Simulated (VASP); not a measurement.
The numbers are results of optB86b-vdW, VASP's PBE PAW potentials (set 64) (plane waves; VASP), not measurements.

VASP input:

INCAR:
```
AGGAC  =  0.0
ALGO  =  Normal
EDIFF  =  1E-7
ENCUT  =  520
GGA  =  MK
ICHARG  =  11
ISMEAR  =  0
LASPH  =  T
LCHARG  =  F
LMAXMIX  =  4
LORBIT  =  11
LREAL  =  F
LUSE_VDW  =  T
LWAVE  =  F
NELM  =  100
PARAM1  =  0.1234
PARAM2  =  1.0
PREC  =  Accurate
SIGMA  =  0.05
SYSTEM  =  ZnO
```

### POSCAR
```
ZnO
1
    1.6297416352    -2.8227957568     0.0000000000
    1.6297416352     2.8227957568     0.0000000000
    0.0000000000     0.0000000000     5.2612324414
Zn O
2 2
Direct
  0.6666670000   0.3333330000   0.5012852950
  0.3333330000   0.6666670000   0.0012852950
  0.6666670000   0.3333330000   0.8807147050
  0.3333330000   0.6666670000   0.3807147050
```

### KPOINTS
```
k-points along high-symmetry lines
10
Line-mode
Reciprocal
  0.000000   0.000000   0.000000 ! GAMMA
 -0.000000   0.500000   0.000000 ! M

 -0.000000   0.500000   0.000000 ! M
 -0.333333   0.666667   0.000000 ! K

 -0.333333   0.666667   0.000000 ! K
  0.000000   0.000000   0.000000 ! GAMMA

  0.000000   0.000000   0.000000 ! GAMMA
  0.000000   0.000000   0.500000 ! A

  0.000000   0.000000   0.500000 ! A
 -0.000000   0.500000   0.500000 ! L

 -0.000000   0.500000   0.500000 ! L
 -0.333333   0.666667   0.500000 ! H

 -0.333333   0.666667   0.500000 ! H
  0.000000   0.000000   0.500000 ! A

 -0.000000   0.500000   0.500000 ! L
 -0.000000   0.500000   0.000000 ! M

 -0.333333   0.666667   0.500000 ! H
 -0.333333   0.666667   0.000000 ! K
```

POTCAR, in this order: Zn O (PBE.64 set). Program: vasp_std. Read from the step before: CHGCAR.

Output

OSZICAR:
```
       N       E                     dE             d eps       ncg     rms          rms(c)
DAV:   1     0.283485970565E+03    0.28349E+03   -0.18946E+04  3968   0.239E+03
DAV:   2     0.185855526229E+02   -0.26490E+03   -0.25601E+03  4212   0.443E+02
DAV:   3    -0.777492642038E+01   -0.26360E+02   -0.26040E+02  4716   0.143E+02
DAV:   4    -0.825179099384E+01   -0.47686E+00   -0.47635E+00  4338   0.205E+01
DAV:   5    -0.825577104141E+01   -0.39800E-02   -0.39793E-02  4680   0.166E+00
DAV:   6    -0.825582093690E+01   -0.49895E-04   -0.49895E-04  4338   0.154E-01
DAV:   7    -0.825582190005E+01   -0.96316E-06   -0.96315E-06  4596   0.183E-02
DAV:   8    -0.825582192197E+01   -0.21912E-07   -0.21915E-07  3684   0.234E-03
   1 F= -.82558219E+01 E0= -.82558219E+01  d E =-.997039E-16
```

OUTCAR:
```
 val. band max:        0.8952771155   @ k =  -0.0000   0.0000   0.0000

 cond. band min:       1.6623829379   @ k =  -0.0000   0.0000   0.0000



 k-point     1 :       0.0000    0.0000    0.0000
  band No.  band energies     occupation
      1     -16.9741      2.00000
      2     -16.2704      2.00000
      3      -4.7413      2.00000
      4      -4.7413      2.00000
      5      -4.6947      2.00000
      6      -4.6204      2.00000
      7      -4.5538      2.00000
      8      -4.5538      2.00000
      9      -3.6200      2.00000
     10      -3.6200      2.00000
     11      -3.4187      2.00000
     12      -3.4187      2.00000
     13      -3.1400      2.00000
     14       0.1238      2.00000
     15       0.1238      2.00000
     16       0.8090      2.00000
     17       0.8953      2.00000
     18       0.8953      2.00000
     19       1.6624      0.00000
     20       6.0349      0.00000
     21       9.0274      0.00000
     22      13.6600      0.00000

 k-point     2 :       0.0000    0.0556    0.0000
  band No.  band energies     occupation
      1     -16.9571      2.00000
      2     -16.2627      2.00000
      3      -4.7615      2.00000
      4      -4.7314      2.00000
      5      -4.6822      2.00000
      6      -4.5983      2.00000
      7      -4.5542      2.00000
      8      -4.5401      2.00000
      9      -3.6270      2.00000
     10      -3.6213      2.00000
     11      -3.4171      2.00000
     12      -3.4046      2.00000
     13      -3.1439      2.00000
     14       0.0083      2.00000
     15       0.0822      2.00000
     16       0.6235      2.00000
     17       0.7902      2.00000
     18       0.8732      2.00000
     19       1.9709      0.00000
     20       6.1678      0.00000
     21       9.0277      0.00000
     22      13.2971      0.00000

 k-point     3 :       0.0000    0.1111    0.0000
  band No.  band energies     occupation
      1     -16.9077      2.00000
      2     -16.2409      2.00000
...
```

The density is held fixed in this step, so its total energy and stress have no physical meaning.

The compound is ZnO in the wurtzite structure. It was relaxed first.
